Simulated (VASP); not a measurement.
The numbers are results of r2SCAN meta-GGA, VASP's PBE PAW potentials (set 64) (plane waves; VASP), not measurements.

Input for VASP

File KPOINTS:
```
kpoints
0
G
 9 9 9
0 0 0
```

POSCAR:
```
KF
3.6835590
  0.0000000000   0.7071067691   0.7071067691
  0.7071067691   0.0000000000   0.7071067691
  0.7071067691   0.7071067691   0.0000000000
K F
1 1
Cart
  0.0000000000   0.0000000000   0.0000000000
  0.7071067691   0.7071067691   0.7071067691
```

INCAR:
```
ALGO  =  Normal
EDIFF  =  1E-7
ENCUT  =  520
ISIF  =  2
ISMEAR  =  0
LASPH  =  .TRUE.
LCHARG  =  .FALSE.
LMIXTAU  =  .TRUE.
LREAL  =  .FALSE.
LWAVE  =  .FALSE.
METAGGA  =  R2SCAN
NELM  =  100
PREC  =  Accurate
SIGMA  =  0.05
SYSTEM  =  KF
```

POTCAR, in this order: K_sv F (PBE.64 set). Program: vasp_std.

The run wrote:

### OUTCAR
```
 ion  position               nearest neighbor table
   1  0.000  0.000  0.000-   2 2.60   2 2.60   2 2.60   2 2.60   2 2.60   2 2.60
   2  0.500  0.500  0.500-   1 2.60   1 2.60   1 2.60   1 2.60   1 2.60   1 2.60
  LATTYP: Found a face centered cubic cell.
 ALAT       =     5.2093390068
 Subroutine PRICEL returns:
 Original cell was already a primitive cell.
 Subroutine GETGRP returns: Found 48 space group operations
The static configuration has the point symmetry O_h .
The dynamic configuration has the point symmetry O_h .
 Subroutine INISYM returns: Found 48 space group operations
 Subroutine IBZKPT returns following result:
 Found     35 irreducible k-points:

 Following reciprocal coordinates:
            Coordinates               Weight
  0.000000  0.000000  0.000000      1.000000
  0.111111  0.000000  0.000000      8.000000
  0.222222  0.000000  0.000000      8.000000
  0.333333  0.000000  0.000000      8.000000
  0.444444  0.000000  0.000000      8.000000
  0.111111  0.111111  0.000000      6.000000
  0.222222  0.111111  0.000000     24.000000
  0.333333  0.111111  0.000000     24.000000
  0.444444  0.111111  0.000000     24.000000
 -0.444444  0.111111  0.000000     24.000000
 -0.333333  0.111111  0.000000     24.000000
 -0.222222  0.111111  0.000000     24.000000
 -0.111111  0.111111  0.000000     12.000000
  0.222222  0.222222  0.000000      6.000000
  0.333333  0.222222  0.000000     24.000000
  0.444444  0.222222  0.000000     24.000000
 -0.444444  0.222222  0.000000     24.000000
 -0.333333  0.222222  0.000000     24.000000
 -0.222222  0.222222  0.000000     12.000000
  0.333333  0.333333  0.000000      6.000000
  0.444444  0.333333  0.000000     24.000000
 -0.444444  0.333333  0.000000     24.000000
 -0.333333  0.333333  0.000000     12.000000
  0.444444  0.444444  0.000000      6.000000
 -0.444444  0.444444  0.000000     12.000000
  0.333333  0.222222  0.111111     24.000000
  0.444444  0.222222  0.111111     48.000000
 -0.444444  0.222222  0.111111     48.000000
  0.444444  0.333333  0.111111     24.000000
 -0.444444  0.333333  0.111111     48.000000
 -0.333333  0.333333  0.111111     48.000000
 -0.222222  0.333333  0.111111     24.000000
 -0.444444  0.444444  0.111111     24.000000
 -0.333333  0.444444  0.111111     24.000000
 -0.333333  0.444444  0.222222     24.000000
   k-points           NKPTS =     35   k-points in BZ     NKDIM =     35   number of bands    NBANDS=     12
   number of dos      NEDOS =    301   number of ions     NIONS =      2
   total plane-waves  NPLWV =  21952
   dimension x,y,z NGX =    28 NGY =   28 NGZ =   28
   dimension x,y,z NGXF=    56 NGYF=   56 NGZF=   56
   ions per type =               1   1
   PREC   = accura    normal or accurate (medium, high low for compatibility)
   ISTART =      0    job   : 0-new  1-cont  2-samecut
   ICHARG =      2    charge: 1-file 2-atom 10-const
   ISPIN  =      1    spin polarized calculation?
   LNONCOLLINEAR =      F non collinear calculations
   LSORBIT =      F    spin-orbit coupling
   INIWAV =      1    electr: 0-lowe 1-rand  2-diag
   ENCUT  =  520.0 eV  38.22 Ry    6.18 a.u.   6.85  6.85  6.85*2*pi/ulx,y,z
   NELM   =    100;   NELMIN=  2; NELMDL= -5     # of ELM steps
   EDIFF  = 0.1E-06   stopping-criterion for ELM
   LREAL  =      F    real-space projection
   NLSPLINE    = F    spline interpolate recip. space projectors
   LMAXMIX     =    2 max onsite mixed and CHGCAR
   VOSKOWN=      0    Vosko Wilk Nusair interpolation
   EDIFFG = 0.1E-05   stopping-criterion for IOM
   NSW    =      0    number of steps for IOM
   NBLOCK =      1;   KBLOCK =      1    inner block; outer block
   IBRION =     -1    ionic relax: 0-MD 1-quasi-New 2-CG
...
```

File OSZICAR:
```
       N       E                     dE             d eps       ncg     rms          rms(c)
DAV:   1     0.107068803867E+03    0.10707E+03   -0.87121E+03   840   0.134E+03
DAV:   2    -0.160057666703E+02   -0.12307E+03   -0.11229E+03  1068   0.349E+02
DAV:   3    -0.207167690057E+02   -0.47110E+01   -0.46881E+01  1116   0.632E+01
DAV:   4    -0.208659557835E+02   -0.14919E+00   -0.14907E+00  1276   0.101E+01
DAV:   5    -0.208684139527E+02   -0.24582E-02   -0.24581E-02  1076   0.120E+00    0.604E+00
DAV:   6    -0.151206362507E+02    0.57478E+01   -0.28398E+00  1196   0.207E+01    0.259E+00
DAV:   7    -0.149782496757E+02    0.14239E+00   -0.93183E-01  1228   0.122E+01    0.197E+00
DAV:   8    -0.157294308979E+02   -0.75118E+00   -0.54449E-01  1176   0.965E+00    0.105E+00
DAV:   9    -0.145642821748E+02    0.11651E+01   -0.33876E-01   848   0.649E+00    0.834E-01
DAV:  10    -0.149478076089E+02   -0.38353E+00   -0.27056E-01   852   0.577E+00    0.187E-01
DAV:  11    -0.150006380832E+02   -0.52830E-01   -0.78470E-03  1224   0.111E+00    0.246E-01
DAV:  12    -0.149955531587E+02    0.50849E-02   -0.30158E-04  1136   0.200E-01    0.263E-01
DAV:  13    -0.149524558353E+02    0.43097E-01   -0.21147E-02   856   0.220E+00    0.182E-01
DAV:  14    -0.149526336694E+02   -0.17783E-03   -0.42657E-04  1064   0.255E-01    0.154E-01
DAV:  15    -0.149511516704E+02    0.14820E-02   -0.11871E-03   864   0.420E-01    0.175E-01
DAV:  16    -0.149526940425E+02   -0.15424E-02   -0.27554E-03   856   0.608E-01    0.638E-02
DAV:  17    -0.149528629952E+02   -0.16895E-03   -0.99209E-05  1052   0.122E-01    0.421E-02
DAV:  18    -0.149528585137E+02    0.44816E-05   -0.47160E-06  1072   0.243E-02    0.276E-02
DAV:  19    -0.149528659702E+02   -0.74565E-05   -0.17366E-05   872   0.562E-02    0.800E-03
DAV:  20    -0.149528740699E+02   -0.80998E-05   -0.75280E-06   900   0.278E-02    0.298E-03
DAV:  21    -0.149528744616E+02   -0.39163E-06   -0.28790E-07  1072   0.727E-03    0.188E-03
DAV:  22    -0.149528742607E+02    0.20085E-06   -0.21290E-07   720   0.672E-03    0.543E-04
DAV:  23    -0.149528746194E+02   -0.35863E-06   -0.35264E-08   628   0.303E-03    0.509E-04
DAV:  24    -0.149528743636E+02    0.25571E-06   -0.34343E-08   620   0.252E-03    0.177E-04
DAV:  25    -0.149528744667E+02   -0.10303E-06   -0.64302E-09   488   0.925E-04    0.248E-04
DAV:  26    -0.149528743938E+02    0.72856E-07   -0.16582E-09   472   0.549E-04
   1 F= -.14952874E+02 E0= -.14952874E+02  d E =-.631470E-14
```

**OUTCAR**
```
------------------------ aborting loop because EDIFF is reached ----------------------------------------
  FORCE on cell =-STRESS in cart. coord.  units (eV):
  Direction    XX          YY          ZZ          XY          YZ          ZX
  --------------------------------------------------------------------------------------
  Total        0.5663184      0.5663184      0.5663184      0.0000000      0.0000000      0.0000000
  in kB       25.6733977     25.6733977     25.6733977      0.0000000      0.0000000      0.0000000
  external PRESSURE =      25.6733977 kB  Pullay stress =       0.0000000 kB
  volume of cell :       35.34
      direct lattice vectors                 reciprocal lattice vectors
     0.000000000  2.604669503  2.604669503    -0.191962934  0.191962934  0.191962934
     2.604669503  0.000000000  2.604669503     0.191962934 -0.191962934  0.191962934
     2.604669503  2.604669503  0.000000000     0.191962934  0.191962934 -0.191962934
  FREE ENERGIE OF THE ION-ELECTRON SYSTEM (eV)
  ---------------------------------------------------
  free  energy   TOTEN  =       -14.9528743938 eV

  energy  without entropy=      -14.9528743938  energy(sigma->0) =      -14.95287439
```
(Selected blocks of OUTCAR.)

The compound is KF in the rock salt structure. This cell is one point of a volume scan, at 0.94 of the reference volume.
